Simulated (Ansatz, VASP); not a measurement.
# Cross-check of H11C13 (amorphous poly(p-phenylene) at 500 K) between VASP and Ansatz

Aim: how closely do two programs agree when they are given the same cell, functional and k mesh? The cell is taken from a series of runs on this material, whose earlier steps may have relaxed, scaled, displaced or heated it; both programs get it as it stands.

Main program and level: Ansatz 0.2.0; plane waves, with VASP 6.6.1 beside it; single point at PBE with D3(BJ).

## (1) Starting point

The cell holds 144 atoms: 78 C and 66 H. Cell: a = 11.754 Å, b = 11.754 Å, c = 11.754 Å, α = 90.0°, β = 90.0°, γ = 90.0°. As first built, before any earlier steps moved the atoms (in the runner's words): 3 poly(p-phenylene) chains of 4 units placed at random, at 1.03 g/cm^3; overlaps pushed apart, then 20 ps at 800 K with MMFF94 bonds, angles, torsions, charges and radii (Halgren, J. Comput. Chem. 17, 490 (1996)) in harmonic and 12-6 forms; charges of ions scaled by 0.8. Snapshot after 30 ps at 500 K and fixed volume.

## (2) VASP: single point, PBE with D3(BJ)

With cell and atoms fixed, the geometry can't cause a difference; cores, projectors, grids and the points listed under the comparison can.

Lines of VASP's logs that name or quote its potential files are left out, and so is its time.

File INCAR:

```
SYSTEM = H11C13
PREC = Accurate
ENCUT = 600
EDIFF = 1E-06
NELM = 120
ISMEAR = -1
SIGMA = 0.025
LREAL = Auto
ALGO = Normal
GGA = PE
IVDW = 12
NBANDS = 289
LORBIT = 11
LWAVE = .FALSE.
LCHARG = .FALSE.
ISIF = 2
LASPH = .TRUE.
GGA_COMPAT = .FALSE.
EFERMI = MIDGAP
```

File POSCAR:

```
H11C13
1.0
   11.7541100000      0.0000000000      0.0000000000
    0.0000000000     11.7541100000      0.0000000000
    0.0000000000      0.0000000000     11.7541100000
C H
78 66
Direct
    0.4213000000      0.6260800000      0.3429000000
    0.3423000000      0.7266000000      0.3372700000
    0.2231400000      0.7190300000      0.3516700000
    0.1535300000      0.8076700000      0.3404500000
    0.1883700000      0.9118600000      0.3037400000
    0.3082900000      0.9237600000      0.2829200000
    0.3868100000      0.8317000000      0.2978400000
    0.1201400000      0.0058200000      0.2715900000
    0.0770400000      0.0155300000      0.1594300000
    0.9965600000      0.0994500000      0.1349900000
    0.9463500000      0.1623200000      0.2177700000
    0.9803200000      0.1424400000      0.3301400000
    0.0658800000      0.0712200000      0.3545600000
    0.8497800000      0.2429900000      0.1934500000
    0.8051500000      0.3134900000      0.2787500000
    0.7206900000      0.3992300000      0.2488900000
    0.6886100000      0.4109700000      0.1351000000
    0.7268600000      0.3351200000      0.0564200000
    0.8180600000      0.2605200000      0.0805800000
    0.5928400000      0.4819900000      0.1066300000
    0.6100700000      0.6009600000      0.1111800000
    0.5223500000      0.6775000000      0.0741800000
    0.4192000000      0.6318900000      0.0396100000
    0.4036300000      0.5163200000      0.0224900000
    0.4926500000      0.4474400000      0.0586800000
    0.3202400000      0.7116900000      0.0089100000
    0.9036000000      0.9525100000      0.6755900000
    0.8583300000      0.0641900000      0.6540200000
    0.7454200000      0.0796100000      0.6575900000
    0.6938300000      0.1871100000      0.6610800000
[... 108 atom lines left out ...]
    0.7099400000      0.9465800000      0.1934000000
    0.8979200000      0.6739200000      0.3421800000
    0.9970300000      0.6351500000      0.1461400000
    0.8545900000      0.9010400000      0.4381600000
    0.7278300000      0.8109100000      0.4439500000
    0.7289300000      0.9402800000      0.3842400000
```

File KPOINTS:

```
Automatic mesh
0
Gamma
1 1 1
0 0 0
```

PAW data sets: C and H (PBE family, release 64).

Run with:

```bash
$ export OMP_NUM_THREADS=3
$ mpirun -np 1 vasp_gam
```

Numbers of over 12 decimals in the logs are rounded to 6 here.

Log:

```text
[banner, memory and clock lines left out]
running    1 mpi-ranks, on    1 nodes
[...]
Offloading initialized ...    1 GPUs detected
[...]
LDA part: xc-table for (Slater+PW92), standard interpolation
 POSCAR, INCAR and KPOINTS ok, starting setup
[...]
entering main loop
       N       E                     dE             d eps       ncg     rms          rms(c)
DAV:   1     0.283039121076E+04    0.28304E+04   -0.20583E+05   586   0.134E+03
DAV:   2    -0.663204669942E+03   -0.34936E+04   -0.33030E+04   755   0.289E+02
DAV:   3    -0.101990114263E+04   -0.35670E+03   -0.35304E+03   716   0.941E+01
DAV:   4    -0.103006602245E+04   -0.10165E+02   -0.10128E+02   748   0.182E+01
[...]
DAV:  16    -0.937929816336E+03    0.72538E-05   -0.23732E-05   660   0.153E-02    0.606E-03
DAV:  17    -0.937929816480E+03   -0.14378E-06   -0.11966E-05   740   0.934E-03    0.306E-03
DAV:  18    -0.937929816441E+03    0.39279E-07   -0.30357E-06   580   0.445E-03
   1 F= -.94734602E+03 E0= -.94734602E+03  d E =0.000000E+00
```

Parts of OUTCAR (step 2):

```text
  FREE ENERGIE OF THE ION-ELECTRON SYSTEM (eV)
  ---------------------------------------------------
  free  energy   TOTEN  =      -947.3460188949 eV

  energy  without entropy=     -947.3460188949  energy(sigma->0) =     -947.34601889
```

The run ends at a pressure of 2.02 GPa, with forces up to 5.1 eV/Å.

## (3) Ansatz: single point, PBE with D3(BJ)

Ansatz runs on its default PAW (the set named soft_2) files.

The same cell, functional, mesh and smearing now go to Ansatz, which takes its cutoff from its data sets.

File input.yaml:

```yaml
crystal:
  lattice:
    - [11.75411, 0.0, 0.0]
    - [0.0, 11.75411, 0.0]
    - [0.0, 0.0, 11.75411]
  atoms:
    - { symbol: C, position: [0.4213, 0.62608, 0.3429] }
    - { symbol: C, position: [0.3423, 0.7266, 0.33727] }
    - { symbol: C, position: [0.22314, 0.71903, 0.35167] }
    - { symbol: C, position: [0.15353, 0.80767, 0.34045] }
    - { symbol: C, position: [0.18837, 0.91186, 0.30374] }
    - { symbol: C, position: [0.30829, 0.92376, 0.28292] }
    - { symbol: C, position: [0.38681, 0.8317, 0.29784] }
    - { symbol: C, position: [0.12014, 0.00582, 0.27159] }
    - { symbol: C, position: [0.07704, 0.01553, 0.15943] }
    - { symbol: C, position: [0.99656, 0.09945, 0.13499] }
    - { symbol: C, position: [0.94635, 0.16232, 0.21777] }
    - { symbol: C, position: [0.98032, 0.14244, 0.33014] }
    - { symbol: C, position: [0.06588, 0.07122, 0.35456] }
    - { symbol: C, position: [0.84978, 0.24299, 0.19345] }
    - { symbol: C, position: [0.80515, 0.31349, 0.27875] }
    - { symbol: C, position: [0.72069, 0.39923, 0.24889] }
    - { symbol: C, position: [0.68861, 0.41097, 0.1351] }
    - { symbol: C, position: [0.72686, 0.33512, 0.05642] }
    - { symbol: C, position: [0.81806, 0.26052, 0.08058] }
    - { symbol: C, position: [0.59284, 0.48199, 0.10663] }
    - { symbol: C, position: [0.61007, 0.60096, 0.11118] }
    - { symbol: C, position: [0.52235, 0.6775, 0.07418] }
    - { symbol: C, position: [0.4192, 0.63189, 0.03961] }
    - { symbol: C, position: [0.40363, 0.51632, 0.02249] }
    - { symbol: C, position: [0.49265, 0.44744, 0.05868] }
    - { symbol: C, position: [0.32024, 0.71169, 0.00891] }
    - { symbol: H, position: [0.43078, 0.58481, 0.43038] }
    - { symbol: H, position: [0.50424, 0.64503, 0.32156] }
    - { symbol: H, position: [0.37448, 0.57231, 0.28637] }
    - { symbol: H, position: [0.18986, 0.6368, 0.37497] }
[... 108 atom lines left out ...]
    - { symbol: H, position: [0.70994, 0.94658, 0.1934] }
    - { symbol: H, position: [0.89792, 0.67392, 0.34218] }
    - { symbol: H, position: [0.99703, 0.63515, 0.14614] }
    - { symbol: H, position: [0.85459, 0.90104, 0.43816] }
    - { symbol: H, position: [0.72783, 0.81091, 0.44395] }
    - { symbol: H, position: [0.72893, 0.94028, 0.38424] }
kpoints:
  mp_grid: { grid: [1, 1, 1] }
hamiltonian:
  xc: pbe
  dispersion: d3bj
scf:
  occupations: { method: fermi_dirac, width: 0.025 }
output:
  forces: true
  stress: true
  populations: true
  dos:
    method: { smearing: { sigma: 0.1 } }
    de: 0.1
    projected: { site_lists: { C: [C], H: [H] } }
  eigenvalues: true
  write_density: true
  write_potential: true
  volumetric_format: npy
```

Run with:

```bash
$ ansatz run input.yaml --threads 8 --pin off --max-ram 15872MiB --backend cpu --events-out ev --progress --plain --runs-dir out
```

Log:

```text
Engine: ansatz 0.2.0, x86_64-unknown-linux-gnu
Pseudopotentials: kind: paw
Pseudopotential: C, paw, valence charge 4, recommended cutoff 420 eV (normal), C.paw.azcp
Pseudopotential: H, paw, valence charge 1, recommended cutoff 420 eV (normal), H.paw.azcp
Functional definition: PBE
  parameter kappa = 0.804
  parameter beta = 0.066725
  exchange = pbe_x(kappa = kappa, mu = beta*pi^2/3)
  correlation = pbe_c(beta = beta)
Crystal: 144 atoms, lattice volume = 1623.937 Å³
Basis set: ecut = 420 eV, 31559 PW (Γ), exchange–correlation on 160×160×160 points (8 copies of the dense FFT grid, shifted against one another)
Bands: 333, of which v1, the nominal top of the filled ones, is band 189 counted from 1 (188 counted from 0)
Symmetry: 1 space group operations
Space group: P1 (ITA 1), of the structure as read, at distance tolerance 1.2e-4 Å
k-points: 1
Non-local potential: C, projectors of the file, l = 0: 2, l = 1: 2, l = 2: 1
Non-local potential: H, projectors of the file, l = 0: 2, l = 1: 1
PAW form: soft (Blöchl's): semilocal exchange-correlation on the pseudo side does not see the compensation charge
PAW one-centre angular grid: C, 110 points (default); XC on 64 Gauss nodes
PAW one-centre angular grid: H, 110 points (default); XC on 64 Gauss nodes
Initial density: superposition of atomic densities (neutral atoms: chi_scale 0, normalization atom), corrected by the library's trained network
Initial wavefunctions: pseudopotential atomic-orbital guess
Functional: x = pbe(κ = 0.804, μ = 0.219515), c = pbe(β = 0.066725)
SCF iter   1: F=—  HF=-20625.204483 eV  |F-HF|=—  |Δ(HF+E_count)|=         —  Δρ=3.67e-3  dr2=3.16e-1  ethr=1.77e-3  ⟨swp⟩=6.0  Hψ=1528  notcnv=0  defer=71
preconditioner: auto → Resta (q_TF=auto, 2.140 Å⁻¹)  ε∞=2.5  [insulator: Δε(μ)=3.202 eV  Ē_g=14.804 eV  σ=0.025 eV  W_gap=1.00  n_scr=256 (ndim 8)  ℏωp=17.9 eV  f_vac=0.239  D(μ)=0.00/eV (n_scr^D=0)  ε∞_Penn≈2.5]
SCF iter   2: F=—  HF=-20625.169601 eV  |F-HF|=—  |Δ(HF+E_count)|=   3.49e-2  Δρ=1.84e-3  dr2=5.87e-2  ethr=8.35e-5  ⟨swp⟩=3.0  Hψ=578  notcnv=0  defer=138
SCF iter   3: F=—  HF=-20625.179238 eV  |F-HF|=—  |Δ(HF+E_count)|=   9.64e-3  Δρ=6.82e-4  dr2=1.02e-2  ethr=1.55e-5  ⟨swp⟩=2.0  Hψ=321  notcnv=0  defer=138
SCF iter   4: F=—  HF=-20625.180565 eV  |F-HF|=—  |Δ(HF+E_count)|=   1.33e-3  Δρ=2.11e-4  dr2=1.31e-3  ethr=2.70e-6  ⟨swp⟩=2.0  Hψ=345  notcnv=0  defer=138
SCF iter   5: F=—  HF=-20625.180686 eV  |F-HF|=—  |Δ(HF+E_count)|=   1.21e-4  Δρ=9.33e-5  dr2=2.30e-4  ethr=3.46e-7  ⟨swp⟩=2.0  Hψ=362  notcnv=0  defer=138
SCF iter   6: F=—  HF=-20625.180704 eV  |F-HF|=—  |Δ(HF+E_count)|=   1.80e-5  Δρ=3.57e-5  dr2=3.04e-5  ethr=6.10e-8  ⟨swp⟩=2.0  Hψ=363  notcnv=0  defer=138
SCF iter   7: F=—  HF=-20625.180849 eV  |F-HF|=—  |Δ(HF+E_count)|=   1.45e-4  Δρ=1.20e-5  dr2=3.58e-6  ethr=8.04e-9  ⟨swp⟩=2.0  Hψ=468  notcnv=0  defer=138
SCF iter   8: F=—  HF=-20625.180848 eV  |F-HF|=—  |Δ(HF+E_count)|=   5.54e-7  Δρ=4.20e-6  dr2=4.04e-7  ethr=9.47e-10  ⟨swp⟩=2.0  Hψ=372  notcnv=0  defer=138
SCF iter   9: F=-20625.180848 eV  HF=-20625.180848 eV  |F-HF|=4.37e-8  |Δ(HF+E_count)|=   5.64e-8  Δρ=1.92e-6  dr2=8.93e-8  ethr=2.65e-11  ⟨swp⟩=23.0  Hψ=2850  notcnv=0
SCF 1 converged in 9 iterations: F = -20625.180848 eV  dr2 = 8.93e-8
  greatest PAW one-centre occupation: 0.697 electrons in one spin orbital (limit 2), on the C atom at site 50 (counted from 0), in its partial waves of l = 0
[...]
atom 108  C      0.25649924    -2.41777701    -4.24043967
  atom 109  C      1.50494295    -1.10049477     2.21639388
  atom 110  C     -1.66370657     1.16295038     0.41311681
  atom 111  C      0.84854122    -1.42464714     0.16137969
  atom 112  C      2.75887690     2.03600320    -1.89273281
  atom 113  C     -1.39305167    -2.08568450    -1.20350263
  atom 114  C      0.52416355    -1.40066226    -0.80560831
  atom 115  C      0.31300694     1.73646611     1.14746000
  atom 116  C     -1.02311159     0.64352900     3.43942805
  atom 117  C      0.88609593    -1.68118050    -2.53917671
  atom 118  C      1.86743565    -1.00166630     2.87374386
  atom 119  C     -0.91812210     0.49829209    -0.62645966
  atom 120  C     -0.33829966     1.54019452    -0.10690551
  atom 121  C     -0.76808552    -0.37181055     0.85730901
  atom 122  C      0.62162866     2.45163490    -0.68581871
  atom 123  H      0.49327390    -0.96195056    -0.11977940
  atom 124  H      0.90854416     0.04681511    -0.43072922
  atom 125  H      0.29007662     0.31592904     0.25070351
  atom 126  H      0.65263934     0.02443916     0.14804459
  atom 127  H      0.94146783    -0.37931359     2.82420782
  atom 128  H      0.58681207    -0.33902406     0.27449180
  atom 129  H      0.46279766    -0.20936034    -0.23298756
  atom 130  H     -0.98100704    -0.34981208     0.20988796
  atom 131  H     -2.64288135     0.78572071    -0.30693234
[...]
atom 137  H     -0.34887747    -0.69865376    -0.00068282
  atom 138  H     -0.39305037     0.92793076    -0.58567535
  atom 139  H     -0.67956023     0.44237938    -0.04900048
  atom 140  H      0.53447151    -0.27696892    -0.25416709
  atom 141  H     -0.20666871     0.01276039    -0.08067728
  atom 142  H     -0.29149252    -1.06392444    -0.22033782
  atom 143  H     -0.51012913    -1.36198618     1.24069040
  atom 144  H     -0.04699112    -0.29552918    -0.38443838
  max |Σ_I F_I| component: 8.50e-5 eV/Å
--- Stress (GPa, compression-positive) ---
        2.000155      -1.328811      -0.570586
       -1.328810       3.095654       0.897710
       -0.570584       0.897710       1.075448
  P = ⅓ Tr σ = 2.0571 GPa (20.571 kbar)
--- Band table (eV) ---
  k-point 0: bands = [... 185 lower, -0.3041, -0.2260, -0.1786, -0.1224, 3.0657, 3.1063, 3.1892, 3.2012, ... 140 higher]
--- Löwdin populations: 144 sites ---
  site symbol       q [e]
     0      C      4.4705
     1      C      3.9333
     2      C      4.1415
     3      C      4.0989
     4      C      3.9675
     5      C      4.1386
     6      C      4.1629
     7      C      3.9586
     8      C      4.1070
     9      C      4.1344
    10      C      3.9608
    11      C      4.1206
    12      C      4.1059
    13      C      3.9611
    14      C      4.1483
    15      C      4.1331
    16      C      3.9528
    17      C      4.1466
    18      C      4.1434
    19      C      3.9715
    20      C      4.1242
    21      C      4.1428
    22      C      3.9271
    23      C      4.1682
[...]
136      H      0.8049
   137      H      0.8157
   138      H      0.7959
   139      H      0.8098
   140      H      0.7999
   141      H      0.8119
   142      H      0.7877
   143      H      0.8053
  spilling = 0.012243 (of n_electrons = 378.000000)
```

## (4) Comparison

Known differences besides the potentials themselves: the cutoff is 420 eV in Ansatz and 600 eV in VASP (PREC = Accurate, projectors in real space). Total energies have different zeros and are not compared.

The two programs side by side:

| quantity | Ansatz | VASP | difference |
| --- | --- | --- | --- |
| pressure (GPa) | 2.06 | 2.02 | +0.04 |
| gap on the k mesh (eV) | 3.188 | 3.187 | +0.001 |

Forces on 10 of the 144 atoms, those with the largest forces and the largest differences (eV/Å; atoms numbered as in POSCAR):

| atom | Ansatz x, y, z | VASP x, y, z |
| --- | --- | --- |
| C4 | -4.295, -0.160, 1.135 | -4.320, -0.157, 1.140 |
| C5 | 4.044, 0.076, -0.627 | 4.028, 0.083, -0.625 |
| C24 | 1.100, 1.388, 1.782 | 1.065, 1.362, 1.765 |
| C25 | -2.124, -3.698, -0.967 | -2.124, -3.721, -0.971 |
| C29 | -1.652, 2.349, -0.188 | -1.681, 2.314, -0.188 |
| C38 | 2.549, -2.512, -1.671 | 2.566, -2.502, -1.689 |
| C39 | -3.520, 0.574, 3.697 | -3.499, 0.579, 3.674 |
| C54 | -2.852, 2.804, 2.151 | -2.852, 2.807, 2.151 |
| C62 | 2.395, -1.176, 0.633 | 2.351, -1.162, 0.627 |
| C64 | 0.257, -2.418, -4.240 | 0.283, -2.404, -4.207 |

The forces differ by 14 meV/Å r.m.s., which is 1.1 % of the r.m.s. force of 1.267 eV/Å (both taken over all components). A gap on the mesh is an upper bound, since the band edges may lie between its points.

## (5) Summary of results

```yaml
r_m_s_force_difference_single_point_pbe_with_d3_bj: 1.1 % of the r.m.s. force
```

The r.m.s. force difference is 1.1 % of the r.m.s. force (single point, PBE with D3(BJ)), within the 3 % picked in this series as the mark of a large difference. Such differences can come from data sets, numerical settings and the points named under the comparisons, not from the functional's error against experiment.

[Lines on the potential files, build, host, timing and source positions are cut from VASP's logs without a mark.]

[Logs are printed without paths, hosts, clocks, repeated set-up lines and the standing remarks that a program may print on its own settings, such as how far it seeks lower states.]

[Hosts, paths, dates, database ids (printed as entryN), source tags and the programs' standing remarks are cut or masked in the printed files.]

[The MMFF94 radii named for the starting cell were scaled by 0.96; in molecules described by MMFF94, hydrogen bound to N, O or S took a small fixed 12-6 site in their place.]
